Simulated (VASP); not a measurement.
All values below come from PBE GGA, VASP's PBE PAW potentials (set 64) (plane waves; VASP 6.6.1).

VASP input:

### INCAR
```
SYSTEM = Ag
PREC = Normal
ENCUT = 400
EDIFF = 1E-5
NELM = 100
ALGO = Fast
LREAL = .FALSE.
LASPH = .TRUE.
ISMEAR = 1
SIGMA = 0.1
GGA = PE
LMAXMIX = 4
LWAVE = .FALSE.
LCHARG = .FALSE.
NELMIN = 4
IBRION = 2
ISIF = 2
NSW = 20
EDIFFG = -0.03
```

File POSCAR:
```
Ag
1
   -0.0000000000     2.0737363993     2.0737363993
    2.0737363993    -0.0000000000     2.0737363993
    2.0737363993     2.0737363993    -0.0000000000
Ag
1
Direct
  0.0000000000   0.0000000000   0.0000000000
```

**KPOINTS**
```
K-points
0
gamma
16 16 16
0 0 0
```

POTCAR, in this order: Ag (PBE.64 set). Program: vasp_std.

Task: Predict the energy per atom (σ→0), band gap (on the k-mesh).

Result: 
```
Property                                                    Result
------------------------  ----------------------------------------
energy per atom (σ→0)                       -262.3 kJ/mol of atoms
band gap (on the k-mesh)  none (metal, semimetal or under 0.01 eV)
```

**OSZICAR**
```
...
DAV:   4    -0.296040799993E+01   -0.56801E-03   -0.56800E-03  2961   0.789E-01
DAV:   5    -0.296041210564E+01   -0.41057E-05   -0.41050E-05  2895   0.588E-02    0.464E+00
RMM:   6    -0.272770194574E+01    0.23271E+00   -0.55956E-01  2610   0.854E+00    0.302E+00
RMM:   7    -0.272156239151E+01    0.61396E-02   -0.99256E-03  2610   0.141E+00    0.179E+00
RMM:   8    -0.271911810115E+01    0.24443E-02   -0.81880E-04  2610   0.309E-01    0.189E-01
RMM:   9    -0.271909147454E+01    0.26627E-04   -0.18296E-04  2610   0.149E-01    0.743E-02
RMM:  10    -0.271909239551E+01   -0.92097E-06   -0.23051E-05  1958   0.478E-02
   1 F= -.27190924E+01 E0= -.27189256E+01  d E =-.271909E+01
```

The compound is Ag in the fcc structure. It was relaxed first.
